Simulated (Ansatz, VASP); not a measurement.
## Al (Aluminum): VASP beside Ansatz

Wanted: the spread between two codes on one cell, functional and k mesh.

Calculated with Ansatz 0.2.0; plane waves, with VASP 6.6.1 beside it; relaxation of cell and atoms at RPBE.

**1. The structure**

Symmetry: Fm-3m, No. 225, cubic system. Conventional cell: a = 4.050 Å, b = 4.050 Å, c = 4.050 Å, α = 90.00°, β = 90.00°, γ = 90.00°. Nearest to Al lie 12 Al at 2.86 Å.

**2. Ansatz: relaxation of cell and atoms, RPBE**

Ansatz runs on its default PAW (the set named soft_2) files.

The relaxed volume is the usual yardstick between codes: its relative difference is about their pressure difference at one cell divided by the bulk modulus.

input.yaml

```yaml
crystal:
  lattice:
    - [0.0, 2.024805, 2.024805]
    - [2.024805, 0.0, 2.024805]
    - [2.024805, 2.024805, 0.0]
  atoms:
    - { symbol: Al, position: [0.0, 0.0, 0.0] }
hamiltonian:
  xc: rpbe
  pseudopotentials: { kind: paw }
kpoints:
  mp_grid: { grid: [9, 9, 9] }
scf:
  occupations: { method: fermi_dirac, width: 0.05 }
relax:
  f_tol: 0.01
  max_steps: 60
  cell: { stress_tol: 0.05 }
output:
  forces: true
  stress: true
  write_density: true
  write_potential: true
  elf: true
  volumetric_format: npy
```

Started as:

```sh
$ ansatz run input.yaml --threads 4 --pin off --max-ram 9216MiB --backend cpu --events-out ev --progress --plain --runs-dir out
```

Numbers of over 12 decimals in the logs are rounded to 6 here.

Log:

```text
Engine: ansatz 0.2.0, x86_64-unknown-linux-gnu
Pseudopotentials: kind: paw
Pseudopotential: Al, paw, valence charge 3, recommended cutoff 420 eV (normal), Al.paw.azcp
Functional definition: RPBE
  parameter kappa = 0.804
  parameter beta = 0.066725
  exchange = rpbe_x(kappa = kappa, mu = beta*pi^2/3)
  correlation = pbe_c(beta = beta)
Crystal: 1 atoms, lattice volume = 16.603 Å³
Basis set: ecut = 420 eV, 331 PW (Γ), exchange–correlation on 40×40×40 points (8 copies of the dense FFT grid, shifted against one another)
Bands: 6, of which v1, the nominal top of the filled ones, is band 2 counted from 1 (1 counted from 0)
Symmetry: 48 space group operations
Space group: Fm-3m (ITA 225), of the structure as read, at distance tolerance 2.6e-5 Å
k-points: 35 of 729
Non-local potential: Al, projectors of the file, l = 0: 2, l = 1: 2, l = 2: 1
PAW form: soft (Blöchl's): semilocal exchange-correlation on the pseudo side does not see the compensation charge
PAW frozen core: Al, regenerated for the run's functional, and the local potential with it (the file was generated under x = pbe(κ = 0.804, μ = 0.219515), c = pbe(β = 0.066725))
PAW one-centre angular grid: Al, 110 points (default); XC on 64 Gauss nodes
Initial density: superposition of atomic densities (neutral atoms: chi_scale 0, normalization atom), corrected by the library's trained network
Initial wavefunctions: pseudopotential atomic-orbital guess
Functional: x = rpbe, c = pbe(β = 0.066725)
SCF iter   1: F=—  HF=-540.414491 eV  |F-HF|=—  |Δ(HF+E_count)|=         —  Δρ=1.77e-3  dr2=4.68e-4  ethr=1.77e-3  ⟨swp⟩=4.7  Hψ=1800  notcnv=0
preconditioner: auto → none  [insulator: Δε(μ)=0.135 eV  Ē_g=13.192 eV  σ=0.050 eV  W_gap=0.54  n_scr=0 (ndim 8)  ℏωp=15.8 eV  f_vac=0.000  D(μ)=0.70/eV (n_scr^D=8)  ε∞_Penn≈2.4]
SCF iter   2: F=—  HF=-540.414396 eV  |F-HF|=—  |Δ(HF+E_count)|=   9.49e-5  Δρ=8.44e-4  dr2=1.06e-4  ethr=1.56e-5  ⟨swp⟩=1.1  Hψ=495  notcnv=0
SCF iter   3: F=—  HF=-540.414379 eV  |F-HF|=—  |Δ(HF+E_count)|=   1.75e-5  Δρ=2.61e-5  dr2=1.20e-7  ethr=3.52e-6  ⟨swp⟩=1.8  Hψ=237  notcnv=0
SCF iter   4: F=—  HF=-540.414414 eV  |F-HF|=—  |Δ(HF+E_count)|=   3.50e-5  Δρ=3.62e-6  dr2=1.62e-9  ethr=3.99e-9  ⟨swp⟩=2.0  Hψ=246  notcnv=0
iter 5 did not close the SCF: its close was put off for the readings that it lacked (scf_convergence_deferred on its scf_iter line)
SCF iter   5: F=-540.414414 eV  HF=-540.414414 eV  |F-HF|=1.43e-11  |Δ(HF+E_count)|=  9.71e-10  Δρ=4.47e-7  dr2=2.49e-11  ethr=5.40e-11  ⟨swp⟩=1.0  Hψ=195  notcnv=0
SCF iter   6: F=-540.414414 eV  HF=-540.414414 eV  |F-HF|=2.27e-13  |Δ(HF+E_count)|=  1.83e-11  Δρ=3.50e-8  dr2=1.37e-13  ethr=1.00e-12  ⟨swp⟩=3.0  Hψ=597  notcnv=0
SCF 1 converged in 6 iterations: F = -540.414414 eV  dr2 = 1.37e-13
  greatest PAW one-centre occupation: 0.441 electrons in one spin orbital (limit 2), on the Al atom at site 0 (counted from 0), in its partial waves of l = 0
relax step   1: F+E_penalty+E_count = -540.41441355 eV  Δ(F+E_penalty+E_count) = +0.000e0 eV  max|allowed force component| = 0.000e0 eV/Å  Δτ_max = 0.0000 Å  P = +1.274 GPa  Ω = 16.603 Å³  (6 SCF iters, accepted)
[...]
relax step   2: F+E_penalty+E_count = -540.41528588 eV  Δ(F+E_penalty+E_count) = -8.723e-4 eV  max|allowed force component| = 0.000e0 eV/Å  Δτ_max = 0.0000 Å  P = -0.222 GPa  Ω = 16.918 Å³  energy of the carried Pulay correction = -1.414e-4 eV  (3 SCF iters, dr2 threshold 1.00e-7 eV, accepted)
[...]
relax step   3: F+E_penalty+E_count = -540.41534069 eV  Δ(F+E_penalty+E_count) = -5.481e-5 eV  max|allowed force component| = 0.000e0 eV/Å  Δτ_max = 0.0000 Å  P = -0.005 GPa  Ω = 16.871 Å³  energy of the carried Pulay correction = -1.202e-4 eV  (3 SCF iters, dr2 threshold 1.00e-7 eV, accepted)
[...]
relax step   4: F+E_penalty+E_count = -540.41548124 eV  Δ(F+E_penalty+E_count) = -1.405e-4 eV  max|allowed force component| = 0.000e0 eV/Å  Δτ_max = 0.0000 Å  P = +0.006 GPa  Ω = 16.871 Å³  stress off target by 6.04e-3 GPa  SCF on the basis re-selected at this cell (its energy is not comparable with the rows above)  (4 SCF iters)
basis re-selected at this cell: Δ(F+E_penalty+E_count) = -1.405e-4 eV, ΔP = +0.011 GPa vs the last step (what re-selecting the basis moved, of the pressure what is left beyond the Pulay correction that the steps carried, after the strain that the cell walked since its last selection, with what the two solves' SCF thresholds leave and, on support functions, any second-order correction that the steps lacked; it is no measure of the basis error at this ecutwfc). This SCF's stress stands 6.04e-3 GPa from its target on what of the cell is left free (relax.cell.stress_tol is 5.00e-2 GPa) and its largest allowed force component is 0.00e0 eV/Å (relax.f_tol is 1.00e-2 eV/Å): [rest of the remark cut]
SCF converged after 4 iterations
Free energy (F): -540.415481 eV
Harris-Foulkes:  -540.415481 eV  (|F-HF|=9.09e-13)
Internal energy: -540.410313 eV  (E = F + TS)
E sigma→0 (E₀):  -540.412897 eV
Entropy (-TS):   -0.005168 eV (-5.168 meV/atom)
Fermi energy:    7.788942 eV
--- Per-component energies (eV) ---
  E_band       = 10.388354
  E_kinetic    = 22.473579
  E_local      = 9.829081  (includes V_loc(G=0)·N_el)
  E_nonlocal   = 9.914766
  E_hartree    = 0.105419
  E_xc         = -39.696203
  E_vxc        = -28.653897  (∫ρ·V_xc dr)
  E_paw        = -470.047104  (= ΣΔE_a)
  E_vpaw       = -3.386011  (= ΣTr[D̂ρ^β])
  E_aug_tail   = -0.000001  (compensation charges beyond the density's cutoff)
  E_ewald      = -72.972588
  E_core_change = -0.017261  (= ΣΔE_core)
  E_smearing   = -0.005168  (= −TS)
  E_closure    = 0.000000  (closes the sum)
  Σ components = -540.415481   (vs F -540.415481, Δ=0.00e0)
--- Forces (eV/Å), atoms counted from 1 ---
  atom   1  Al     0.00000000    -0.00000000    -0.00000000
  max |Σ_I F_I| component: 1.86e-33 eV/Å
--- Stress (GPa, compression-positive) ---
        0.006042       0.000000       0.000000
        0.000000       0.006042       0.000000
        0.000000       0.000000       0.006042
  P = ⅓ Tr σ = 0.0060 GPa (0.060 kbar)
--- Band table (eV; the first three rows and the last of 35) ---
  k-point 0: bands = ["-3.1651", "20.2428", "20.2428", "20.2428", "21.7537", "21.7537"]
  k-point 1: bands = ["-2.8347", "16.5752", "19.4454", "19.4454", "22.3679", "23.0337"]
  k-point 2: bands = ["-1.8480", "12.2391", "18.6888", "18.6888", "22.0315", "22.8539"]
  k-point 34: bands = ["5.3392", "7.5690", "8.8118", "9.6261", "22.1850", "23.2277"]
--- Relaxed structure (3 steps of the walk, 3 accepted, 1 SCFs on fresh bases) ---
  F+E_penalty+E_count = -540.41548124 eV   max|allowed force component| = 0.000e0 eV/Å   (the final SCF, on the basis selected at the relaxed cell)
  cell:  # Å, volume = 16.8707 Å³
    - [0, 2.035639, 2.035639]
    - [2.035639, 0, 2.035639]
    - [2.035639, 2.035639, 0]
  atoms:
    - { symbol: Al, position: [0.0, 0.0, 0.0] }
```

Elapsed: 0.55 s, on 4 threads of Intel Xeon Platinum 8488C (Sapphire Rapids), shared host; peak memory 0.33 GiB.

**3. VASP: relaxation of cell and atoms, RPBE**

The same cell, functional, mesh and smearing now go to VASP, with its own data sets and cutoff.

Lines of VASP's logs that name or quote its potential files are left out, and so is its time.

INCAR

```
SYSTEM = Al
PREC = Accurate
ENCUT = 520
EDIFF = 1E-06
NELM = 100
ISMEAR = -1
SIGMA = 0.05
LREAL = .FALSE.
ALGO = Normal
GGA = RP
NBANDS = 7
LORBIT = 11
LWAVE = .FALSE.
LCHARG = .FALSE.
KPAR = 2
IBRION = 2
NSW = 60
ISIF = 3
EDIFFG = -0.01
```

POSCAR

```
Al
1.0
    0.0000000000      2.0248050000      2.0248050000
    2.0248050000      0.0000000000      2.0248050000
    2.0248050000      2.0248050000      0.0000000000
Al
1
Direct
    0.0000000000      0.0000000000      0.0000000000
```

KPOINTS

```
Automatic mesh
0
Gamma
9 9 9
0 0 0
```

PAW data sets: Al (PBE family, release 64).

Started as:

```sh
$ mpirun -np 2 vasp_std
```

Log:

```text
[banner, memory and clock lines left out]
running    2 mpi-ranks, on    1 nodes
 distrk:  each k-point on    1 cores,    2 groups
 distr:  one band on    1 cores,    1 groups

 POSCAR found type information on POSCAR Al
 POSCAR found :  1 types and       1 ions
|                                                                             |
|               ----> ADVICE to this user running VASP <----                  |
|                                                                             |
|     You enforced a specific xc type in the INCAR file but a different       |
|     [... a line on the potential file left out ...]
|     I HOPE YOU KNOW WHAT YOU ARE DOING!                                     |
|                                                                             |

 LDA part: xc-table for (Slater+PW92), standard interpolation
 POSCAR, INCAR and KPOINTS ok, starting setup
 FFT: planning ... GRIDC
 FFT: planning ... GRID_SOFT
 FFT: planning ... GRID
 WAVECAR not read
 entering main loop
       N       E                     dE             d eps       ncg     rms          rms(c)
DAV:   1    -0.190549598877E+01   -0.19055E+01   -0.91230E+02   497   0.240E+02
DAV:   2    -0.348957244859E+01   -0.15841E+01   -0.15450E+01   658   0.215E+01
DAV:   3    -0.350055200904E+01   -0.10980E-01   -0.10977E-01   644   0.204E+00
DAV:   4    -0.350059126279E+01   -0.39254E-04   -0.39253E-04   749   0.114E-01
DAV:   5    -0.350059132010E+01   -0.57310E-07   -0.57273E-07   651   0.237E-03    0.184E+00
DAV:   6    -0.348904784215E+01    0.11543E-01   -0.14420E-03   679   0.245E-01    0.106E+00
DAV:   7    -0.347987196774E+01    0.91759E-02   -0.44728E-03   581   0.394E-01    0.189E-01
DAV:   8    -0.347985819124E+01    0.13777E-04   -0.15078E-05   777   0.319E-02    0.470E-02
DAV:   9    -0.347985449511E+01    0.36961E-05   -0.17382E-06   665   0.808E-03    0.670E-04
DAV:  10    -0.347985422888E+01    0.26623E-06   -0.73192E-09   462   0.741E-04
   1 F= -.34798542E+01 E0= -.34771640E+01  d E =-.347985E+01
 curvature:   0.00 expect dE= 0.000E+00 dE for cont linesearch  0.000E+00
 trial: gam= 0.00000 g(F)=  0.487E-66 g(S)=  0.180E-02 ort = 0.000E+00 (trialstep = 0.100E+01)
 search vector abs. value=  0.180E-02
 bond charge predicted
       N       E                     dE             d eps       ncg     rms          rms(c)
DAV:   1    -0.348066090539E+01   -0.80641E-03   -0.12085E-02   588   0.493E-01    0.110E-01
DAV:   2    -0.348061587220E+01    0.45033E-04   -0.82824E-05   651   0.724E-02    0.347E-02
DAV:   3    -0.348058430022E+01    0.31572E-04   -0.57508E-06   623   0.128E-02    0.132E-02
DAV:   4    -0.348057876820E+01    0.55320E-05   -0.16183E-06   623   0.652E-03    0.845E-03
DAV:   5    -0.348057883000E+01   -0.61796E-07   -0.13727E-08   273   0.907E-04
   2 F= -.34805788E+01 E0= -.34780019E+01  d E =-.724601E-03
 trial-energy change:   -0.000725  1 .order   -0.000738   -0.001803    0.000326
 step:   0.8416(harm=  0.8467)  dis= 0.00000  next Energy=    -3.480605 (dE=-0.751E-03)
 bond charge predicted
       N       E                     dE             d eps       ncg     rms          rms(c)
DAV:   1    -0.348060603287E+01   -0.27265E-04   -0.30654E-04   609   0.786E-02    0.176E-02
DAV:   2    -0.348060536203E+01    0.67084E-06   -0.20530E-06   616   0.115E-02
   3 F= -.34806054E+01 E0= -.34780136E+01  d E =-.751133E-03
 curvature:  -0.42 expect dE=-0.621E-07 dE for cont linesearch -0.621E-07
 trial: gam= 0.00000 g(F)=  0.145E-66 g(S)=  0.147E-06 ort =-0.163E-04 (trialstep = 0.968E+00)
 search vector abs. value=  0.147E-06
 reached required accuracy - stopping structural energy minimisation
```

From OUTCAR (step 3):

```text
ion  position               nearest neighbor table
   1  0.000  0.000  0.000-

  LATTYP: Found a face centered cubic cell.
 ALAT       =     4.0496100000

 Subroutine GETGRP returns: Found 48 space group operations
 (whereof 48 operations were pure point group operations)

The static configuration has the point symmetry O_h .

 Found     35 irreducible k-points:

   k-points           NKPTS =     35   k-points in BZ     NKDIM =     35   number of bands    NBANDS=      7

   dimension x,y,z NGX =    24 NGY =   24 NGZ =   24
   dimension x,y,z NGXF=    48 NGYF=   48 NGZF=   48

   ENCUT  =  520.0 eV  38.22 Ry    6.18 a.u.   5.32  5.32  5.32*2*pi/ulx,y,z

   NELECT =       3.0000    total number of electrons

 k-points in reciprocal lattice and weights: Automatic mesh
   0.00000000  0.00000000  0.00000000       0.001
   0.11111111  0.00000000  0.00000000       0.011
   0.22222222  0.00000000  0.00000000       0.011
   0.33333333  0.00000000  0.00000000       0.011
   0.44444444  0.00000000  0.00000000       0.011
   0.11111111  0.11111111  0.00000000       0.008
   0.22222222  0.11111111  0.00000000       0.033
   0.33333333  0.11111111  0.00000000       0.033
   0.44444444  0.11111111  0.00000000       0.033
[...]
-0.33333333  0.44444444  0.11111111       0.033
  -0.33333333  0.44444444  0.22222222       0.033

 average (electrostatic) potential at core
       1 -73.0206

 E-fermi :   7.8631

 k-point     1 :       0.0000    0.0000    0.0000
  band No.  band energies     occupation
      1      -3.1115      2.00000
      2      20.3788      0.00000
      3      20.3788      0.00000
      4      20.3788      0.00000
      5      21.8517      0.00000
      6      21.8517      0.00000
    ...

 k-point     2 :       0.1111    0.0000    0.0000
  band No.  band energies     occupation
      1      -2.7804      2.00000
      2      16.6736      0.00000
      3      19.5617      0.00000
      4      19.5617      0.00000
      5      22.4700      0.00000
      6      23.1572      0.00000
    ...

 k-point     3 :       0.2222    0.0000    0.0000
  band No.  band energies     occupation
      1      -1.7915      2.00000
      2      12.3226      0.00000
      3      18.7958      0.00000
      4      18.7958      0.00000
      5      22.1342      0.00000
      6      22.9913      0.00000
    ...

  Total       -0.0010071     -0.0010071     -0.0010071      0.0000000     -0.0000000      0.0000000
  in kB       -0.0958756     -0.0958756     -0.0958756      0.0000000     -0.0000000      0.0000000
  external PRESSURE =      -0.0958756 kB  Pullay stress =       0.0000000 kB

  energy-cutoff  :      520.00
  volume of cell :       16.83
      direct lattice vectors                 reciprocal lattice vectors
     0.000000000  2.033980744  2.033980744    -0.245823370  0.245823370  0.245823370
     2.033980744  0.000000000  2.033980744     0.245823370 -0.245823370  0.245823370
     2.033980744  2.033980744 -0.000000000     0.245823370  0.245823370 -0.245823370

 POSITION                                       TOTAL-FORCE (eV/Angst)
 -----------------------------------------------------------------------------------
      0.00000      0.00000      0.00000        -0.000000     -0.000000      0.000000
 -----------------------------------------------------------------------------------
    total drift:                                0.000000      0.000000      0.000000

  FREE ENERGIE OF THE ION-ELECTRON SYSTEM (eV)
  ---------------------------------------------------
  free  energy   TOTEN  =        -3.4806053620 eV

  energy  without entropy=       -3.4754217589  energy(sigma->0) =       -3.47801356

 reached required accuracy - stopping structural energy minimisation

 total charge
# of ion       s       p       d       tot
------------------------------------------
    1        0.429   0.332   0.000   0.761

[... 3 further parts left out ...]
```

**4. Comparison**

Known differences besides the potentials themselves: both relaxations stop at a tolerance, which leaves soft axes loose, and VASP keeps its plane-wave basis; the cutoff is 420 eV in Ansatz and 520 eV in VASP; Ansatz makes its cores anew for this functional, VASP keeps those of its PBE data sets; VASP leaves aspherical gradient terms in its spheres out (LASPH is not set), Ansatz keeps them; Ansatz adds a Pulay correction to the stress that steers its cell, VASP none. Total energies have different zeros and are not compared.

The two programs side by side:

| quantity | Ansatz | VASP | difference |
| --- | --- | --- | --- |
| volume (Å³) | 16.87 | 16.83 | +0.24 % |
| edge a after relaxation, in the typed setting (Å) | 2.879 | 2.877 | +0.08 % |

The walks stopped with 0.01 GPa left in Ansatz and -0.01 GPa in VASP; each walk ends within a tolerance, so the volume difference is uncertain by about these residues over the bulk modulus, most in soft cells.

**5. Summary of results**

| Property | Result |
| --- | --- |
| difference in volume (relaxation of cell and atoms, RPBE) | 0.24 % |

What this shows: The difference in volume is 0.24 % (relaxation of cell and atoms, RPBE), within the 1.2 % picked in this series as the mark of a large difference, as far as the stopping tolerances let one tell. How closely two codes agree says nothing of how well the functional describes the real material.

[Lines on the potential files, build, host, timing and source positions are cut from VASP's logs without a mark.]

[Logs are printed without paths, hosts, clocks, repeated set-up lines and the standing remarks that a program may print on its own settings, such as how far it seeks lower states.]

[Hosts, paths, dates, database ids (printed as entryN), source tags and the programs' standing remarks are cut or masked in the printed files.]
